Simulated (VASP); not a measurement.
Here is a VASP 6.6.1 calculation.

The input INCAR:

```
PREC     = Accurate       # precision mode
ENCUT    = 520            # plane-wave cutoff, eV
EDIFF    = 1E-8           # SCF threshold, eV
ISMEAR   = 0              # smearing method
SIGMA    = 0.03           # smearing width, eV
LREAL    = False          # projectors in reciprocal space
LASPH    = True           # aspherical terms in the spheres
NELM     = 80             # most SCF steps
ALGO     = Fast           # electronic algorithm
ISIF     = 2              # what is computed and relaxed
LWAVE    = False          # write WAVECAR
LCHARG   = False          # write CHGCAR
GGA      = PE             # functional
LEPSILON = True           # dielectric tensor by DFPT
KPAR     = 2
```

The input KPOINTS:

```
Automatic mesh
0
Gamma
  12 12 6
```

The input POSCAR:

```
Y2CF2                                   
1.0
    3.6252869395      0.0000000000      0.0000000000
   -1.8126434697      3.1395905881      0.0000000000
    0.0000000000      0.0000000000      6.3205502256
  Y               C               F             
     2     1     2
Direct
     0.3333333300000021    0.6666666699999979    0.2131518188637478
     0.6666666699999979    0.3333333300000021    0.7868481811362522
     0.0000000000000000    0.0000000000000000    0.0000000000000000
     0.3333333300000021    0.6666666699999979    0.6142807141881436
     0.6666666699999979    0.3333333300000021    0.3857192858118635
```

Potentials or basis: VASP PAW PBE potentials, release 64 (Y_sv, C, F).

Run with:

```sh
$ cat potpaw_PBE.64/Y_sv/POTCAR potpaw_PBE.64/C/POTCAR potpaw_PBE.64/F/POTCAR > POTCAR
$ mpirun -np 2 vasp_std > vasp.out
```

What does it give for the electronic dielectric tensor (diagonal)?

8.23, 8.23, 4.40.

Predict the Born charges (mean of the diagonal).

Y +3.69; C -3.84; F -1.77 e.

What does it give for the band gap on the k mesh?

1.12 eV, indirect (least direct gap 1.27 eV).

Born effective charge tensors (e):
atom 1, Y
```
4.06 0.00 0.00
0.00 4.06 0.00
0.00 0.00 2.94
```
atom 2, Y
```
4.06 0.00 0.00
0.00 4.06 0.00
0.00 0.00 2.94
```
atom 3, C
```
-4.85  0.00  0.00
 0.00 -4.85  0.00
 0.00  0.00 -1.80
```
atom 4, F
```
-1.64  0.00  0.00
 0.00 -1.64  0.00
 0.00  0.00 -2.04
```
atom 5, F
```
-1.64  0.00  0.00
 0.00 -1.64  0.00
 0.00  0.00 -2.04
```

A k mesh can miss the band edges. As with any semilocal functional, this PBE gap is likely too small.
